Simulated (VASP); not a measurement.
Output of a VASP run:

File OUTCAR:
```
 ion  position               nearest neighbor table
   1  0.000  0.000  0.000-   3 2.43   3 2.43   2 2.43   2 2.43   3 2.43   2 2.43
   2  0.252  0.252  0.252-   1 2.43   1 2.43   1 2.43
   3  0.748  0.748  0.748-   1 2.43   1 2.43   1 2.43
  LATTYP: Found a trigonal (rhomboedric) cell.
 ALAT       =     5.7391273128
 COS(alpha) =     0.8099703079
 Subroutine PRICEL returns:
 Original cell was already a primitive cell.
 Subroutine GETGRP returns: Found 12 space group operations
The static configuration has the point symmetry D_3d.
The dynamic configuration has the point symmetry D_3d.
 Subroutine INISYM returns: Found 12 space group operations
 Subroutine IBZKPT returns following result:
 Found     32 irreducible k-points:

 Following reciprocal coordinates:
            Coordinates               Weight
  0.000000  0.000000  0.000000      1.000000
  0.166667 -0.000000  0.000000      6.000000
  0.333333  0.000000  0.000000      6.000000
  0.500000  0.000000  0.000000      3.000000
  0.166667  0.166667  0.000000      6.000000
  0.333333  0.166667  0.000000     12.000000
  0.500000  0.166667  0.000000     12.000000
 -0.333333  0.166667  0.000000     12.000000
 -0.166667  0.166667  0.000000      6.000000
  0.333333  0.333333  0.000000      6.000000
  0.500000  0.333333  0.000000     12.000000
 -0.333333  0.333333  0.000000      6.000000
  0.500000  0.500000  0.000000      3.000000
  0.166667  0.166667  0.166667      2.000000
  0.333333  0.166667  0.166667      6.000000
  0.500000  0.166667  0.166667      6.000000
 -0.333333  0.166667  0.166667      6.000000
 -0.166667  0.166667  0.166667      6.000000
  0.333333  0.333333  0.166667      6.000000
  0.500000  0.333333  0.166667     12.000000
 -0.333333  0.333333  0.166667     12.000000
 -0.166667  0.333333  0.166667     12.000000
  0.500000  0.500000  0.166667      6.000000
 -0.333333  0.500000  0.166667     12.000000
 -0.166667  0.500000  0.166667      6.000000
 -0.333333 -0.333333  0.166667      6.000000
  0.333333  0.333333  0.333333      2.000000
  0.500000  0.333333  0.333333      6.000000
 -0.333333  0.333333  0.333333      6.000000
  0.500000  0.500000  0.333333      6.000000
 -0.333333  0.500000  0.333333      6.000000
  0.500000  0.500000  0.500000      1.000000
   k-points           NKPTS =     32   k-points in BZ     NKDIM =     32   number of bands    NBANDS=     18
   number of dos      NEDOS =    301   number of ions     NIONS =      3
   total plane-waves  NPLWV = 110592
   dimension x,y,z NGX =    48 NGY =   48 NGZ =   48
   dimension x,y,z NGXF=    96 NGYF=   96 NGZF=   96
   ions per type =               1   2
   PREC   = accura    normal or accurate (medium, high low for compatibility)
   ISTART =      0    job   : 0-new  1-cont  2-samecut
   ICHARG =      2    charge: 1-file 2-atom 10-const
   ISPIN  =      1    spin polarized calculation?
   LNONCOLLINEAR =      F non collinear calculations
   LSORBIT =      F    spin-orbit coupling
   INIWAV =      1    electr: 0-lowe 1-rand  2-diag
   ENCUT  =  520.0 eV  38.22 Ry    6.18 a.u.  10.67 10.67 10.67*2*pi/ulx,y,z
   NELM   =    100;   NELMIN=  2; NELMDL= -5     # of ELM steps
   EDIFF  = 0.1E-05   stopping-criterion for ELM
   LREAL  =      F    real-space projection
   NLSPLINE    = F    spline interpolate recip. space projectors
   LMAXMIX     =    4 max onsite mixed and CHGCAR
   VOSKOWN=      0    Vosko Wilk Nusair interpolation
   EDIFFG = 0.1E-04   stopping-criterion for IOM
   NSW    =      0    number of steps for IOM
   NBLOCK =      1;   KBLOCK =      1    inner block; outer block
   IBRION =     -1    ionic relax: 0-MD 1-quasi-New 2-CG
   NFREE  =      0    steps in history (QN), initial steepest desc. (CG)
   ISIF   =      2    stress and relaxation
   ISYM   =      2    0-nonsym 1-usesym 2-fastsym
   TEIN   =    0.0    initial temperature
   TEBEG  =    0.0;   TEEND  =   0.0 temperature during run
   SMASS  =  -3.00    Nose mass-parameter (am)
...
```

### OSZICAR
```
       N       E                     dE             d eps       ncg     rms          rms(c)
DAV:   1     0.306043754106E+03    0.30604E+03   -0.14954E+04  1156   0.172E+03
DAV:   2     0.152635283526E+02   -0.29078E+03   -0.28067E+03  1274   0.450E+02
DAV:   3    -0.145287399224E+02   -0.29792E+02   -0.29543E+02  1374   0.160E+02
DAV:   4    -0.154121733522E+02   -0.88343E+00   -0.88192E+00  1304   0.295E+01
DAV:   5    -0.154422098152E+02   -0.30036E-01   -0.30035E-01  1282   0.551E+00    0.803E+00
DAV:   6    -0.134742576339E+02    0.19680E+01   -0.11089E+01  1696   0.294E+01    0.283E+00
DAV:   7    -0.134578771095E+02    0.16381E-01   -0.46172E-01  1154   0.511E+00    0.155E+00
DAV:   8    -0.134472817961E+02    0.10595E-01   -0.12756E-01  1190   0.435E+00    0.507E-01
DAV:   9    -0.134445632578E+02    0.27185E-02   -0.17167E-02  1438   0.114E+00    0.118E-01
DAV:  10    -0.134453098865E+02   -0.74663E-03   -0.11876E-03  1188   0.284E-01    0.461E-02
DAV:  11    -0.134453542340E+02   -0.44347E-04   -0.12580E-04  1304   0.116E-01    0.968E-03
DAV:  12    -0.134453570753E+02   -0.28413E-05   -0.14077E-05  1342   0.357E-02    0.262E-03
DAV:  13    -0.134453570319E+02    0.43433E-07   -0.16745E-06   984   0.115E-02
   1 F= -.13445357E+02 E0= -.13445357E+02  d E =-.587496E-12
```

File OUTCAR:
```
------------------------ aborting loop because EDIFF is reached ----------------------------------------
  FORCE on cell =-STRESS in cart. coord.  units (eV):
  Direction    XX          YY          ZZ          XY          YZ          ZX
  --------------------------------------------------------------------------------------
  Total        4.3206005      4.3206009      0.1483566      0.0000000      0.0000000      0.0000000
  in kB      119.0556293    119.0556392      4.0880162      0.0000000      0.0000000      0.0000000
  external PRESSURE =      80.7330949 kB  Pullay stress =       0.0000000 kB
  volume of cell :       58.14
      direct lattice vectors                 reciprocal lattice vectors
     1.769056000  1.021365000  5.363286000     0.282636615  0.163180319  0.062150952
    -1.769056000  1.021365000  5.363286000    -0.282636615  0.163180319  0.062150952
     0.000000000 -2.042730000  5.363286000     0.000000000 -0.326360638  0.062150952
 POSITION                                       TOTAL-FORCE (eV/Angst)
 -----------------------------------------------------------------------------------
      0.00000      0.00000      0.00000         0.000000      0.000000      0.000000
      0.00000      0.00000      4.05464         0.000000      0.000000     -0.129200
      0.00000      0.00000     12.03521         0.000000     -0.000000      0.129200
 -----------------------------------------------------------------------------------
    total drift:                               -0.000000      0.000000     -0.000000
  FREE ENERGIE OF THE ION-ELECTRON SYSTEM (eV)
  ---------------------------------------------------
  free  energy   TOTEN  =       -13.4453570319 eV

  energy  without entropy=      -13.4453570319  energy(sigma->0) =      -13.44535703
```
(Selected blocks of OUTCAR.)

**POSCAR**
```
PbF2
1
    1.7690560000     1.0213650000     5.3632860000
   -1.7690560000     1.0213650000     5.3632860000
    0.0000000000    -2.0427300000     5.3632860000
Pb F
1 2
Direct
  0.0000000000   0.0000000000   0.0000000000
  0.2520000000   0.2520000000   0.2520000000
  0.7480000000   0.7480000000   0.7480000000
```

### Question
Write an INCAR and KPOINTS that could have produced this output.

### Answer
One answer among several that fit: the input of the run itself, PBE GGA, plane waves, VASP's PBE PAW potentials (set 64).

### KPOINTS
```
Automatic mesh
0
Gamma
6 6 6
0 0 0
```

INCAR:
```
SYSTEM = PbF2
PREC = Accurate
ENCUT = 520
EDIFF = 1E-6
NELM = 100
ALGO = Normal
LREAL = .FALSE.
LASPH = .TRUE.
ISMEAR = 0
SIGMA = 0.05
GGA = PE
LMAXMIX = 4
LWAVE = .FALSE.
LCHARG = .FALSE.
ISIF = 2
```

POTCAR, in this order: Pb_d F (PBE.64 set). Program: vasp_std.

The structure was generated: PbF2 was put into the CdCl2 type (R-3m), which need not be its known phase. The cell was not relaxed at this level.
